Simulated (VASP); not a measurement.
Calculation: PBE GGA with D4 dispersion, VASP's PBE PAW potentials (set 64) (plane waves; VASP).

VASP ran on this input.

File POSCAR:
```
Bi2Te3
1
   10.2194934792    -2.1900635701    -0.0027974087
   10.2194934792     2.1900635701    -0.0027974087
    9.7511868873     0.0000000000     3.7614858558
Bi Te
2 3
Direct
  0.3998683362   0.3998683362   0.3998683362
  0.6001316638   0.6001316638   0.6001316638
  0.0000000000   0.0000000000   1.0000000000
  0.2099255245   0.2099255245   0.2099255245
  0.7900744755   0.7900744755   0.7900744755
```

**KPOINTS**
```
Automatic mesh
0
gamma
 5 5 5
```

**INCAR**
```
ALGO = Normal
EDIFF = 1E-6
EDIFFG = -0.02
ENCUT = 520
GGA = PE
IBRION = 2
ISIF = 3
ISMEAR = 0
IVDW = 13
LASPH = .TRUE.
LCHARG = .FALSE.
LMAXMIX = 4
LREAL = .FALSE.
LWAVE = .FALSE.
NELM = 100
NSW = 60
PREC = Accurate
SIGMA = 0.05
SYSTEM = Bi2Te3
```

POTCAR, in this order: Bi_d Te (PBE.64 set). Program: vasp_std.

The run wrote:

OUTCAR:
```
 ion  position               nearest neighbor table
   1  0.400  0.400  0.400-   5 3.06   5 3.06   5 3.06   3 3.24   3 3.24   3 3.24
   2  0.600  0.600  0.600-   4 3.06   4 3.06   4 3.06   3 3.24   3 3.24   3 3.24
   3  0.000  0.000  0.000-   2 3.24   2 3.24   1 3.24   1 3.24   2 3.24   1 3.24
   4  0.210  0.210  0.210-   2 3.06   2 3.06   2 3.06   5 3.65   5 3.65   5 3.65
   5  0.790  0.790  0.790-   1 3.06   1 3.06   1 3.06   4 3.65   4 3.65   4 3.65
  LATTYP: Found a trigonal (rhomboedric) cell.
 ALAT       =    10.4515277944
 COS(alpha) =     0.9121819079
 Subroutine PRICEL returns:
 Original cell was already a primitive cell.
 Subroutine GETGRP returns: Found 12 space group operations
The static configuration has the point symmetry D_3d.
The dynamic configuration has the point symmetry D_3d.
 Subroutine INISYM returns: Found 12 space group operations
 Subroutine IBZKPT returns following result:
 Found     19 irreducible k-points:

 Following reciprocal coordinates:
            Coordinates               Weight
  0.000000  0.000000  0.000000      1.000000
  0.200000  0.000000  0.000000      6.000000
  0.400000  0.000000  0.000000      6.000000
  0.200000  0.200000  0.000000      6.000000
  0.400000  0.200000  0.000000     12.000000
 -0.400000  0.200000  0.000000     12.000000
 -0.200000  0.200000  0.000000      6.000000
  0.400000  0.400000 -0.000000      6.000000
 -0.400000  0.400000  0.000000      6.000000
  0.200000  0.200000  0.200000      2.000000
  0.400000  0.200000  0.200000      6.000000
 -0.400000  0.200000  0.200000      6.000000
 -0.200000  0.200000  0.200000      6.000000
  0.400000  0.400000  0.200000      6.000000
 -0.400000  0.400000  0.200000     12.000000
 -0.200000  0.400000  0.200000     12.000000
 -0.400000 -0.400000  0.200000      6.000000
  0.400000  0.400000  0.400000      2.000000
 -0.400000  0.400000  0.400000      6.000000
   k-points           NKPTS =     19   k-points in BZ     NKDIM =     19   number of bands    NBANDS=     28
   number of dos      NEDOS =    301   number of ions     NIONS =      5
   total plane-waves  NPLWV = 512000
   dimension x,y,z NGX =    80 NGY =   80 NGZ =   80
   dimension x,y,z NGXF=   160 NGYF=  160 NGZF=  160
   ions per type =               2   3
   PREC   = accura    normal or accurate (medium, high low for compatibility)
   ISTART =      0    job   : 0-new  1-cont  2-samecut
   ICHARG =      2    charge: 1-file 2-atom 10-const
   ISPIN  =      1    spin polarized calculation?
   LNONCOLLINEAR =      F non collinear calculations
   LSORBIT =      F    spin-orbit coupling
   INIWAV =      1    electr: 0-lowe 1-rand  2-diag
   ENCUT  =  520.0 eV  38.22 Ry    6.18 a.u.  19.43 19.43 19.43*2*pi/ulx,y,z
   NELM   =    100;   NELMIN=  2; NELMDL= -5     # of ELM steps
   EDIFF  = 0.1E-05   stopping-criterion for ELM
   LREAL  =      F    real-space projection
   NLSPLINE    = F    spline interpolate recip. space projectors
   LMAXMIX     =    4 max onsite mixed and CHGCAR
   VOSKOWN=      0    Vosko Wilk Nusair interpolation
   EDIFFG = -.2E-01   stopping-criterion for IOM
   NSW    =     60    number of steps for IOM
   NBLOCK =      1;   KBLOCK =     60    inner block; outer block
   IBRION =      2    ionic relax: 0-MD 1-quasi-New 2-CG
   NFREE  =      1    steps in history (QN), initial steepest desc. (CG)
   ISIF   =      3    stress and relaxation
   ISYM   =      2    0-nonsym 1-usesym 2-fastsym
   TEIN   =    0.0    initial temperature
   TEBEG  =    0.0;   TEEND  =   0.0 temperature during run
   SMASS  =  -3.00    Nose mass-parameter (am)
   PSTRESS=    0.0 pullay stress
   NELECT =      48.0000    total number of electrons
   EFERMI =   0.00;   METHOD = LEGACY
   ISMEAR =     0;   SIGMA  =   0.05  broadening in eV -4-tet -1-fermi 0-gaus
   IALGO  =     38    algorithm
   LDIAG  =      T    sub-space diagonalisation (order eigenvalues)
...
```

File OSZICAR:
```
       N       E                     dE             d eps       ncg     rms          rms(c)
DAV:   1     0.437955972966E+03    0.43796E+03   -0.21999E+04  1064   0.165E+03
DAV:   2     0.277893387634E+02   -0.41017E+03   -0.40129E+03  1164   0.413E+02
DAV:   3    -0.166412394098E+02   -0.44431E+02   -0.42782E+02  1392   0.148E+02
DAV:   4    -0.184913185147E+02   -0.18501E+01   -0.18248E+01  1200   0.312E+01
DAV:   5    -0.185891443680E+02   -0.97826E-01   -0.97615E-01  1568   0.714E+00    0.779E+00
DAV:   6    -0.183130240572E+02    0.27612E+00   -0.69805E-01  1212   0.521E+00    0.594E+00
DAV:   7    -0.183237814937E+02   -0.10757E-01   -0.30107E-01  1432   0.243E+00    0.119E+00
DAV:   8    -0.183247064836E+02   -0.92499E-03   -0.31280E-02  1200   0.112E+00    0.638E-01
DAV:   9    -0.183244398698E+02    0.26661E-03   -0.56684E-03  1288   0.448E-01    0.345E-01
DAV:  10    -0.183247895407E+02   -0.34967E-03   -0.12927E-03  1240   0.183E-01    0.977E-02
DAV:  11    -0.183248396663E+02   -0.50126E-04   -0.11028E-04  1484   0.583E-02    0.485E-02
DAV:  12    -0.183248462429E+02   -0.65766E-05   -0.14558E-05  1040   0.224E-02    0.231E-02
DAV:  13    -0.183248475871E+02   -0.13442E-05   -0.97258E-06  1192   0.144E-02    0.415E-03
DAV:  14    -0.183248476842E+02   -0.97126E-07   -0.92717E-07   828   0.560E-03
   1 F= -.20794193E+02 E0= -.20794193E+02  d E =-.207942E+02
       N       E                     dE             d eps       ncg     rms          rms(c)
DAV:   1    -0.183270368816E+02   -0.21893E-02   -0.78845E-02  1272   0.171E+00    0.936E-02
DAV:   2    -0.183270912489E+02   -0.54367E-04   -0.27115E-03  1276   0.398E-01    0.489E-02
DAV:   3    -0.183270502468E+02    0.41002E-04   -0.28505E-04  1356   0.166E-01    0.164E-02
DAV:   4    -0.183270458966E+02    0.43502E-05   -0.24654E-05  1604   0.409E-02    0.115E-02
DAV:   5    -0.183270444061E+02    0.14905E-05   -0.22529E-06   776   0.131E-02    0.574E-03
DAV:   6    -0.183270432394E+02    0.11667E-05   -0.71233E-07   680   0.676E-03    0.283E-03
DAV:   7    -0.183270424587E+02    0.78067E-06   -0.37010E-07   660   0.533E-03
   2 F= -.20794545E+02 E0= -.20794545E+02  d E =-.352470E-03
       N       E                     dE             d eps       ncg     rms          rms(c)
DAV:   1    -0.183276043210E+02   -0.56108E-03   -0.65895E-03  1288   0.494E-01    0.271E-02
DAV:   2    -0.183276093932E+02   -0.50721E-05   -0.22636E-04  1268   0.115E-01    0.138E-02
DAV:   3    -0.183276057323E+02    0.36608E-05   -0.23281E-05  1360   0.475E-02    0.451E-03
DAV:   4    -0.183276048447E+02    0.88763E-06   -0.14496E-06   672   0.120E-02
   3 F= -.20794573E+02 E0= -.20794573E+02  d E =-.379916E-03
       N       E                     dE             d eps       ncg     rms          rms(c)
DAV:   1    -0.183244436584E+02    0.31621E-02   -0.66794E-02  1296   0.278E+00    0.235E-01
DAV:   2    -0.183230136571E+02    0.14300E-02   -0.36415E-03  1324   0.705E-01    0.993E-02
DAV:   3    -0.183226680437E+02    0.34561E-03   -0.13426E-03  1352   0.405E-01    0.247E-02
DAV:   4    -0.183226749971E+02   -0.69534E-05   -0.64114E-05  1348   0.595E-02    0.221E-02
DAV:   5    -0.183226776032E+02   -0.26061E-05   -0.50560E-06  1180   0.187E-02    0.135E-02
DAV:   6    -0.183226802214E+02   -0.26182E-05   -0.18420E-06   720   0.123E-02    0.158E-03
DAV:   7    -0.183226799692E+02    0.25221E-06   -0.58870E-07   636   0.104E-02
   4 F= -.20794749E+02 E0= -.20794749E+02  d E =-.176406E-03
```

### OUTCAR
```
------------------------ aborting loop because EDIFF is reached ----------------------------------------
  Edisp (eV):   -2.47207
  FORCE on cell =-STRESS in cart. coord.  units (eV):
  Direction    XX          YY          ZZ          XY          YZ          ZX
  --------------------------------------------------------------------------------------
  Total      -0.01795     0.01115     0.01070     0.00000     0.00000    -0.00362
  in kB      -0.17083     0.10612     0.10183     0.00000     0.00000    -0.03445
  external pressure =        0.01 kB  Pullay stress =        0.00 kB
  volume of cell :      168.30
      direct lattice vectors                 reciprocal lattice vectors
    10.208808211 -2.189966996 -0.004070552     0.048926776 -0.228313943 -0.126746391
    10.208808211  2.189966996 -0.004070552     0.048926776  0.228313943 -0.126746391
     9.740522270  0.000000000  3.760046721     0.000105934 -0.000000000  0.265679716
 POSITION                                       TOTAL-FORCE (eV/Angst)
 -----------------------------------------------------------------------------------
     12.05588      0.00000      1.49984         0.011921      0.000000      0.001483
     18.10226      0.00000      2.25206        -0.011921     -0.000000     -0.001483
      0.00000      0.00000      0.00000         0.000000      0.000000     -0.000000
      6.32545      0.00000      0.78694        -0.016583     -0.000000     -0.002063
     23.83268      0.00000      2.96497         0.016583      0.000000      0.002063
 -----------------------------------------------------------------------------------
    total drift:                               -0.000000      0.000000     -0.000000
  FREE ENERGIE OF THE ION-ELECTRON SYSTEM (eV)
  ---------------------------------------------------
  free  energy   TOTEN  =       -20.7947493086 eV

  energy  without entropy=      -20.7947491015  energy(sigma->0) =      -20.79474921

 reached required accuracy - stopping structural energy minimisation
```
(Selected blocks of OUTCAR.)

File CONTCAR:
```
Bi2Te3
   1.00000000000000
    10.2088082106442091   -2.1899669961979704   -0.0040705518226171
    10.2088082106442091    2.1899669961979704   -0.0040705518226171
     9.7405222700621241    0.0000000000000000    3.7600467214012929
  Bi              Te
     2     3
Direct
     0.3997554317672039    0.3997554317672039    0.3997554317671643
     0.6002445682327961    0.6002445682327961    0.6002445682328357
     0.0000000000000000    0.0000000000000000    0.0000000000000000
     0.2097428452247013    0.2097428452247013    0.2097428452246491
     0.7902571547752987    0.7902571547752987    0.7902571547753510
```

The compound is Bi2Te3 in the tetradymite structure. This run relaxes it. Symmetry was kept, so distortions that lower it aren't found. The start is the result of an earlier pass.
